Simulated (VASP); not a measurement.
```yaml
crystal:
  lattice:
    - [3.84334, 0.00000, 0.00000]
    - [-1.92167, 3.32843, 0.00000]
    - [0.00000, 0.00000, 6.47860]
  atoms:
    - { symbol: Hf, position: [0.00000, 0.00000, 0.00000] }
    - { symbol: Te, position: [0.33333, 0.66667, 0.27288] }
    - { symbol: Te, position: [0.66667, 0.33333, 0.72712] }
```

All values below come from LDA (Ceperley-Alder, Perdew-Zunger), VASP's LDA PAW potentials (set 64) (plane waves; VASP). Settings: 400 eV cut-off, 10×10×6 Γ-centred mesh, tetrahedra with Blöchl corrections, potentials Hf_pv Te.

The cores are frozen, which limits the accuracy of field gradients.

Question: Give the principal components of the electric field gradient (V/Å²) and the asymmetry η at each nucleus.

Answer: 
```
atom   Vxx   Vyy     Vzz     η
----  ----  ----  ------  ----
Hf1   52.9  52.9  -105.8  0.00
Te2   -1.9  -1.9     3.8  0.00
Te3   -1.9  -1.9     3.8  0.00
```

The structure comes from a computed database's HfTe2 entry (P-3m1); how it stands against other phases isn't given here. It was relaxed first, which changed the volume by -15 %.
